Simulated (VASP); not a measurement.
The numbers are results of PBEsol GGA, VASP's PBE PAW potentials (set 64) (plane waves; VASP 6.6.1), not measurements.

The input files of a VASP run:

KPOINTS:
```
k-points along high-symmetry lines
15
Line-mode
Reciprocal
  0.000000   0.000000   0.000000 ! GAMMA
 -0.500000  -0.500000   0.000000 ! X

 -0.500000  -0.500000   0.000000 ! X
 -0.375000  -0.375000   0.250000 ! U

 -0.375000  -0.000000   0.375000 ! K
  0.000000   0.000000   0.000000 ! GAMMA

  0.000000   0.000000   0.000000 ! GAMMA
 -0.000000  -0.000000   0.500000 ! L

 -0.000000  -0.000000   0.500000 ! L
 -0.500000  -0.250000   0.250000 ! W

 -0.500000  -0.250000   0.250000 ! W
 -0.500000  -0.500000   0.000000 ! X
```

**INCAR**
```
ALGO=Normal
EDIFF=1E-7
ENCUT=400
GGA=PS
ICHARG=11
ISMEAR=0
LASPH=.True.
LCHARG=.False.
LMAXMIX=4
LORBIT=11
LREAL=.False.
LWAVE=.False.
NELM=100
PREC=Accurate
SIGMA=0.05
SYSTEM=InP
```

File POSCAR:
```
InP
1
    0.0000000000     2.9382398045     2.9382398045
    2.9382398045     0.0000000000     2.9382398045
    2.9382398045     2.9382398045     0.0000000000
In P
1 1
Direct
  0.0000000000   0.0000000000   0.0000000000
  0.2500000000   0.2500000000   0.2500000000
```

POTCAR, in this order: In_d P (PBE.64 set). Program: vasp_std. Read from the step before: CHGCAR.

**Question.** What will the output report for the number of irreducible k-points (NKPTS), number of bands (NBANDS), largest plane-wave count, number of space-group operations, FFT grid (NGX, NGY, NGZ)?

**Answer.** 
```yaml
number of irreducible k-points (NKPTS): 90
number of bands (NBANDS): 13
largest_plane_wave_count: 941
number_of_space_group_operations: 24
FFT grid (NGX, NGY, NGZ): 28 × 28 × 28
```

The structure was generated: InP was put into the zinc blende type (F-43m), which need not be its known phase. It was relaxed first, which changed the volume by +7 %.
